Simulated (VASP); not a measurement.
# MnHg (Pm-3m) in VASP: a series of runs

Runs on MnHg. Level: r2SCAN. Tasks: single point.

All numbers are computed with VASP 6.6.1; they aren't measurements. Logs are shortened: lines on timing, memory, paths and dates and some standing lists are left out, and cuts for length are marked.

### Step 1. The structure

Symmetry: Pm-3m, No. 221, cubic system. The conventional cell has a = 3.315 Å, b = 3.315 Å, c = 3.315 Å, α = 90.00°, β = 90.00°, γ = 90.00°. Hg (site symmetry m-3m) is surrounded by 8 Mn at 2.87 Å. Mn (site symmetry m-3m) is surrounded by 8 Hg at 2.87 Å.

### Step 2. Single point, r2SCAN, collinear spin, ferromagnetic start

File INCAR:

```
PREC = Low
ENCUT = 400
EDIFF = 1E-6
ISMEAR = 1
SIGMA = 0.15
LREAL = False
LASPH = True
NELM = 100
ALGO = Normal
ISIF = 2
LWAVE = False
LCHARG = False
ISPIN = 2
MAGMOM = 0 4
LORBIT = 11
LMAXMIX = 4
METAGGA = R2SCAN
LMIXTAU = True
NBANDS = 24
ADDGRID = False
```

File KPOINTS:

```
regular mesh
0
Gamma
  7 7 7
```

File POSCAR:

```
MnHg
1.0
    3.3150000000      0.0000000000      0.0000000000
    0.0000000000      3.3150000000      0.0000000000
    0.0000000000      0.0000000000      3.3150000000
Hg Mn
1 1
Direct
   -0.0058010000      0.0109980000     -0.0122330000
    0.5154140000      0.4990250000      0.4770600000
```

Potentials or basis: VASP PAW PBE potentials, release 64 (Hg, Mn_pv).

Command:

```sh
cat potpaw_PBE.64/Hg/POTCAR potpaw_PBE.64/Mn_pv/POTCAR > POTCAR
mpirun -np 1 vasp_std > vasp.out
```

OUTCAR:

```text
PREC = Low
   ENCUT = 400
   EDIFF = 1E-6
   ISMEAR = 1
   LREAL = False
   LASPH = True
   NELM = 100
   ISIF = 2
   ISPIN = 2
   LORBIT = 11
   METAGGA = R2SCAN

 Found    172 irreducible k-points:

 Following reciprocal coordinates:
            Coordinates               Weight
  0.000000  0.000000  0.000000      1.000000
  0.142857  0.000000  0.000000      2.000000
  0.000000  0.142857  0.000000      2.000000
  0.000000  0.000000  0.142857      2.000000
  0.285714  0.000000  0.000000      2.000000
  0.000000  0.285714  0.000000      2.000000
   k-points           NKPTS =    172   k-points in BZ     NKDIM =    172   number of bands    NBANDS=     24
   number of dos      NEDOS =    301   number of ions     NIONS =      2
   total plane-waves  NPLWV =   4096
   dimension x,y,z NGX =    16 NGY =   16 NGZ =   16
   dimension x,y,z NGXF=    20 NGYF=   20 NGZF=   20
   ions per type =               1   1
   NGX,Y,Z   is equivalent  to a cutoff of   8.02,  8.02,  8.02 a.u.
   NGXF,Y,Z  is equivalent  to a cutoff of  10.03, 10.03, 10.03 a.u.
 SYSTEM =  unknown system
   PREC   = low       normal or accurate (medium, high low for compatibility)
   ISTART =      0    job   : 0-new  1-cont  2-samecut
   ICHARG =      2    charge: 1-file 2-atom 10-const
   ISPIN  =      2    spin polarized calculation?
   LNONCOLLINEAR =      F non collinear calculations
   LSORBIT =      F    spin-orbit coupling
   LASPH  =      T    aspherical Exc in radial PAW
   ENCUT  =  400.0 eV  29.40 Ry    5.42 a.u.   5.41  5.41  5.41*2*pi/ulx,y,z
   NELM   =    100;   NELMIN=  2; NELMDL= -5     # of ELM steps
   EDIFF  = 0.1E-05   stopping-criterion for ELM
   LREAL  =      F    real-space projection
   EDIFFG = 0.1E-04   stopping-criterion for IOM
   NSW    =      0    number of steps for IOM
   IBRION =     -1    ionic relax: 0-MD 1-quasi-New 2-CG
   NFREE  =      0    steps in history (QN), initial steepest desc. (CG)
   ISIF   =      2    stress and relaxation
   ISYM   =      2    0-nonsym 1-usesym 2-fastsym
   POTIM  = 0.5000    time-step for ionic-motion
   TEBEG  =    0.0;   TEEND  =   0.0 temperature during run
   PSTRESS=    0.0 pullay stress
   NELECT =      25.0000    total number of electrons
   NUPDOWN=      -1.0000    fix difference up-down
   EMIN   =  10.00;   EMAX   =-10.00  energy-range for DOS
   EFERMI =   0.00;   METHOD = LEGACY
   ISMEAR =     1;   SIGMA  =   0.15  broadening in eV -4-tet -1-fermi 0-gaus
   EFERMI_NEDOS =   21; number of points for ismear=-14 and -15
   IALGO  =     38    algorithm
   IMIX   =      4    mixing-type and parameters
     AMIX     =   0.40;   BMIX     =  1.00
     AMIX_MAG =   1.60;   BMIX_MAG =  1.00
  volume/ion in A,a.u.               =      18.21       122.92
  Fermi-wavevector in a.u.,A,eV,Ry     =   1.444014  2.728790 28.370534  2.085175
  Thomas-Fermi vector in A             =   2.562356
   LORBIT       =     11    0 simple, 1 ext, 2 COOP (PROOUT), +10 PAW based schemes
   METAGGA = R2SCAN    functional components
   LHFCALC =     F    Hartree Fock is set to
   AEXX    =    0.0000 exact exchange contribution
   IVDW    =     0    specifies the selected vdW correction
   LEPSILON=     F    determine dielectric tensor
   LRPA    =     F    only Hartree local field effects (RPA)
 spin polarized calculation
 Methfessel and Paxton  Order N= 1 SIGMA  =   0.15
  energy-cutoff  :      400.00
  volume of cell :       36.43
 maximum number of plane-waves:       691
   NGX = 11   NGY = 11   NGZ = 11

 number of electron      25.0000179 magnetization       3.9955840

 Free energy of the ion-electron system (eV)
  ---------------------------------------------------
  ext. energy  EPLUGINS =         0.00000000
  ---------------------------------------------------
  free energy    TOTEN  =       -64.04119105 eV

  energy without entropy =      -64.03842842  energy(sigma->0) =      -64.04027017

 E-fermi :   5.6560     XC(G=0): -12.6419

 val. band max:        5.5978416472   @ k =   0.2857   0.4286   0.0000
 cond. band min:       5.6739583218   @ k =   0.2857  -0.4286   0.2857
 fundamental gap:      0.0761166746
 Fermi energy:         5.6559549438

 spin component 1

 k-point     1 :       0.0000    0.0000    0.0000
  band No.  band energies     occupation
      1     -47.2910      1.00000
      2     -47.2830      1.00000
      3     -47.2779      1.00000
      4      -4.5307      1.00000
      5      -3.1715      1.00000
      6      -3.1680      1.00000
[... 16 lines left out ...]
     23      23.3456      0.00000
     24      27.1597      0.00000
[... 112 lines left out ...]
      2     -47.2821      1.00000
      3     -47.2771      1.00000
      4      -3.4803      1.00000
      5      -2.9810      1.00000
      6      -2.3881      1.00000
[... 16 lines left out ...]
     23      20.9345      0.00000
     24      23.1701      0.00000

 [... further k-points ...]

 spin component 2

 k-point     1 :       0.0000    0.0000    0.0000
  band No.  band energies     occupation
      1     -41.6816      1.00000
      2     -41.6647      1.00000
      3     -41.6589      1.00000
      4      -4.6048      1.00000
      5      -3.1773      1.00000
      6      -3.1746      1.00000
[... 16 lines left out ...]
     23      23.3619      0.00000
     24      28.7251      0.00000
[... 112 lines left out ...]
      2     -41.6636      1.00000
      3     -41.6579      1.00000
      4      -3.6033      1.00000
      5      -3.0399      1.00000
      6      -2.3344      1.00000
[... 16 lines left out ...]
     23      21.8990      0.00000
     24      24.1955      0.00000

 [... further k-points ...]
[... 5 lines left out ...]
  --------------------------------------------------------------------------------------
  -------------------------------------------------------------------------------------
  Total        0.0857747     -0.0704454      0.2343263     -0.0347218      0.0221678     -0.0740544
  in kB        3.7724123     -3.0982224     10.3057851     -1.5270807      0.9749502     -3.2569470
  external PRESSURE =       3.6599916 kB  Pullay stress =       0.0000000 kB

 VOLUME and BASIS-vectors are now :
 -----------------------------------------------------------------------------
  energy-cutoff  :      400.00
  volume of cell :       36.43
      direct lattice vectors                 reciprocal lattice vectors
     3.315000000  0.000000000  0.000000000     0.301659125  0.000000000  0.000000000
     0.000000000  3.315000000  0.000000000     0.000000000  0.301659125  0.000000000
     0.000000000  0.000000000  3.315000000     0.000000000  0.000000000  0.301659125

 POSITION                                       TOTAL-FORCE (eV/Angst)
 -----------------------------------------------------------------------------------
      3.29577      0.03646      3.27445         0.264017     -0.124896     -0.119027
      1.70860      1.65427      1.58145        -0.264017      0.124896      0.119027
 -----------------------------------------------------------------------------------
    total drift:                               -0.063715     -0.017944     -0.011125

  FREE ENERGIE OF THE ION-ELECTRON SYSTEM (eV)
  ---------------------------------------------------
  free  energy   TOTEN  =       -64.0411910504 eV

  energy  without entropy=      -64.0384284181  energy(sigma->0) =      -64.04027017

 total charge

# of ion       s       p       d       tot
------------------------------------------
    1        0.829   0.552   9.239  10.621
    2        0.265   6.179   4.940  11.384
--------------------------------------------------
tot          1.094   6.731  14.179  22.005

 magnetization (x)

# of ion       s       p       d       tot
------------------------------------------
    1       -0.052  -0.105   0.049  -0.108
    2        0.025   0.013   4.008   4.047
--------------------------------------------------
tot         -0.028  -0.091   4.057   3.939
```

OSZICAR:

```text
N       E                     dE             d eps       ncg     rms          rms(c)
DAV:   1     0.153118409828E+03    0.15312E+03   -0.12191E+04 16688   0.999E+02
DAV:   2    -0.636977992688E+02   -0.21682E+03   -0.20680E+03 17400   0.317E+02
DAV:   3    -0.706205235862E+02   -0.69227E+01   -0.69048E+01 19552   0.652E+01
DAV:   4    -0.706704559782E+02   -0.49932E-01   -0.49929E-01 18504   0.522E+00
DAV:   5    -0.706712410371E+02   -0.78506E-03   -0.78505E-03 19968   0.618E-01    0.107E+01
DAV:   6    -0.640345140829E+02    0.66367E+01   -0.12724E+01 18056   0.333E+01    0.115E+01
DAV:   7    -0.640078493513E+02    0.26665E-01   -0.15950E+00 17176   0.114E+01    0.593E+00
DAV:   8    -0.640231945754E+02   -0.15345E-01   -0.89545E-02 18536   0.242E+00    0.317E+00
DAV:   9    -0.640390054602E+02   -0.15811E-01   -0.30367E-02 17448   0.126E+00    0.609E-01
DAV:  10    -0.640408135503E+02   -0.18081E-02   -0.57202E-03 18472   0.690E-01    0.248E-01
DAV:  11    -0.640409077577E+02   -0.94207E-04   -0.78109E-04 18584   0.228E-01    0.156E-01
DAV:  12    -0.640411794693E+02   -0.27171E-03   -0.23797E-04 18272   0.106E-01    0.859E-02
DAV:  13    -0.640411841691E+02   -0.46999E-05   -0.76318E-05 19376   0.639E-02    0.189E-02
DAV:  14    -0.640412016806E+02   -0.17511E-04   -0.71836E-06 17216   0.246E-02    0.103E-02
DAV:  15    -0.640411955965E+02    0.60840E-05   -0.13915E-06 14064   0.981E-03    0.520E-03
DAV:  16    -0.640411906882E+02    0.49083E-05   -0.80019E-07 12440   0.580E-03    0.169E-03
DAV:  17    -0.640411910504E+02   -0.36212E-06   -0.53420E-08  8600   0.184E-03
   1 F= -.64041191E+02 E0= -.64040270E+02  d E =-.276263E-02  mag=     3.9956
```

stdout:

```text
POSCAR found type information on POSCAR HgMn
 POSCAR found :  2 types and       2 ions
 scaLAPACK will be used
 -----------------------------------------------------------------------------
|                                                                             |
|                                                                             |
|     You enforced a specific xc type in the INCAR file but a different       |
|     I HOPE YOU KNOW WHAT YOU ARE DOING!                                     |
|                                                                             |
 -----------------------------------------------------------------------------

 LDA part: xc-table for (None), standard interpolation
 POSCAR, INCAR and KPOINTS ok, starting setup
 FFT: planning ... GRIDC
 FFT: planning ... GRID_SOFT
 FFT: planning ... GRID
 WAVECAR not read
 entering main loop
```

It took 2.1 min on 1 thread of Intel Xeon Platinum 8488C (Sapphire Rapids), shared host; peak memory 0.24 GiB.

These settings aren't checked as converged: the numbers below hold their error.

What came out:

| Item | Value |
| --- | --- |
| Free energy | -64.0412 eV |
| Pressure | 0.4 GPa |
| Largest force | 0.315 eV/Å |
| Band gap on the k mesh | none (metal or under the smearing width) |
| Net moment | 4.00 μB per cell |
| Site moments | Hg -0.11; Mn +4.05 μB |
| Valence electrons inside the program's atomic spheres | Hg 10.62; Mn 11.38 |

Caveat: the PAW data sets were made with another functional, which shifts forces and pressure a little.

### Step 3. Single point, r2SCAN, collinear spin, ferromagnetic start

INCAR: that of step 2 with these lines changed.

```diff
@@ -1,2 +1,2 @@
-PREC = Low
+PREC = Normal
 ENCUT = 400
```

KPOINTS is that of step 2.

File POSCAR:

```
MnHg
1.0
    3.3150000000      0.0000000000      0.0000000000
    0.0000000000      3.3150000000      0.0000000000
    0.0000000000      0.0000000000      3.3150000000
Hg Mn
1 1
Direct
    0.0000000000      0.0000000000      0.0000000000
    0.5000000000      0.5000000000      0.5000000000
```

Potentials or basis: VASP PAW PBE potentials, release 64 (Hg, Mn_pv).

Command:

```sh
cat potpaw_PBE.64/Hg/POTCAR potpaw_PBE.64/Mn_pv/POTCAR > POTCAR
mpirun -np 1 vasp_std > vasp.out
```

It took 24 s on 1 thread of Intel Xeon Platinum 8488C (Sapphire Rapids), shared host; peak memory 0.14 GiB.

These settings aren't checked as converged: the numbers below hold their error.

What came out:

| Quantity | Value |
| --- | --- |
| Free energy | -64.0373 eV |
| Pressure | -0.3 GPa |
| Band gap on the k mesh | none (metal or under the smearing width) |
| Net moment | 4.00 μB per cell |
| Site moments | Hg -0.11; Mn +4.05 μB |
| Valence electrons inside the program's atomic spheres | Hg 10.62; Mn 11.38 |

Caveat: the PAW data sets were made with another functional, which shifts forces and pressure a little.

### Step 4. Single point, r2SCAN, collinear spin, ferromagnetic start

INCAR is that of step 3.

KPOINTS is that of step 3.

File POSCAR:

```
MnHg
1.0
    3.3150000000      0.0000000000      0.0000000000
    0.0000000000      3.3150000000      0.0000000000
    0.0000000000      0.0000000000      3.3150000000
Hg Mn
1 1
Direct
   -0.0058010000      0.0109980000     -0.0122330000
    0.5154140000      0.4990250000      0.4770600000
```

Command:

```sh
cat potpaw_PBE.64/Hg/POTCAR potpaw_PBE.64/Mn_pv/POTCAR > POTCAR
mpirun -np 1 vasp_std > vasp.out
```

Run time: 2.2 min. Hardware: 1 thread of Intel Xeon Platinum 8488C (Sapphire Rapids), shared host; peak memory 0.25 GiB.

The run converged, but some of its settings lie outside the range that counts as converged, so its numbers aren't taken as properties of the crystal.

What came out:

```yaml
Free_energy: -64.0214 eV
Pressure: -0.1 GPa
Largest_force: 0.291 eV/Å
Band_gap_on_the_k_mesh: none (metal or under the smearing width)
Net_moment: 4.00 μB per cell
Site_moments: Hg -0.11; Mn +4.05 μB
Valence_electrons_inside_the_program's_atomic_spheres: Hg 10.62; Mn 11.38
```

Caveat: the PAW data sets were made with another functional, which shifts forces and pressure a little.

### Step 5. The reference run

An earlier run on the cell as given: functional PBE; potentials or basis VASP PAW PBE potentials, release 64 (Hg, Mn_pv); cutoff 520 eV; k mesh 8 × 8 × 8; occupations fermi-dirac, width 0.05 eV; collinear spin, ferromagnetic start; starting moments [0.0, 4.0] μB.

* Pressure: 1.0 GPa
* Band gap on the k mesh: none (metal or under the smearing width)
* Net moment: 3.91 μB per cell
* Site moments: Hg -0.06; Mn +3.83 μB
* Valence electrons inside the program's atomic spheres: Hg 10.59; Mn 11.40
